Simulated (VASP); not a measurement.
Consider the following.

```
CELL_PARAMETERS angstrom
      5.03682     0.00000     0.00000
      0.00000     5.03682     0.00000
      0.00000     0.00000     7.02443
ATOMIC_POSITIONS crystal
  Si 0.29795 0.29795 0.00000
  Si 0.79795 0.20205 0.75000
  Si 0.20205 0.79795 0.25000
  Si 0.70205 0.70205 0.50000
  O  0.23955 0.10100 0.17758
  O  0.73955 0.39900 0.57242
  O  0.26045 0.60100 0.07242
  O  0.76045 0.89900 0.67758
  O  0.89900 0.76045 0.32242
  O  0.39900 0.73955 0.42758
  O  0.60100 0.26045 0.92758
  O  0.10100 0.23955 0.82242
```

Computed with PBEsol GGA, VASP's PBE PAW potentials (set 64) (plane waves; VASP). Settings: 520 eV cut-off, 6×6×4 Γ-centred mesh, Gaussian smearing of 0.010 eV, potentials Si O.

### Question
Give the direction-averaged independent-particle dielectric function (no local fields, no excitons; a broadening of 0.1 eV leaves a tail below the gap, and fine structure carries the noise of the k-mesh).

### Answer

| ħω (eV) | ε₁ | ε₂ |
|---|---|---|
| 0.00 | 2.33 | 0.00 |
| 0.70 | 2.33 | 0.00 |
| 1.50 | 2.35 | 0.00 |
| 2.20 | 2.38 | 0.00 |
| 3.00 | 2.42 | 0.01 |
| 3.80 | 2.48 | 0.01 |
| 4.50 | 2.55 | 0.01 |
| 5.30 | 2.68 | 0.02 |
| 6.00 | 2.84 | 0.03 |
| 6.80 | 3.13 | 0.07 |
| 7.60 | 3.66 | 0.46 |
| 8.30 | 3.77 | 0.88 |
| 9.10 | 3.76 | 1.94 |
| 9.80 | 3.27 | 2.58 |
| 10.60 | 1.93 | 2.32 |
| 11.40 | 1.83 | 2.21 |
| 12.10 | 1.41 | 2.00 |
| 12.90 | 1.69 | 1.76 |
| 13.60 | 1.61 | 1.92 |
| 14.40 | 1.46 | 2.20 |
| 15.20 | 0.75 | 2.57 |
| 15.90 | 0.63 | 1.84 |
| 16.70 | 0.53 | 1.78 |
| 17.50 | 0.58 | 1.56 |
ε₂ peaks at 9.4 eV (height 2.6), 10.0 eV (height 3.0), 15.2 eV (height 2.6); ε₁(0) averages 2.33, so the electronic refractive index below the gap tends to √2.33 = 1.53.

The compound is SiO2 in the cristobalite structure. It was relaxed first, which changed the volume by +5 %.
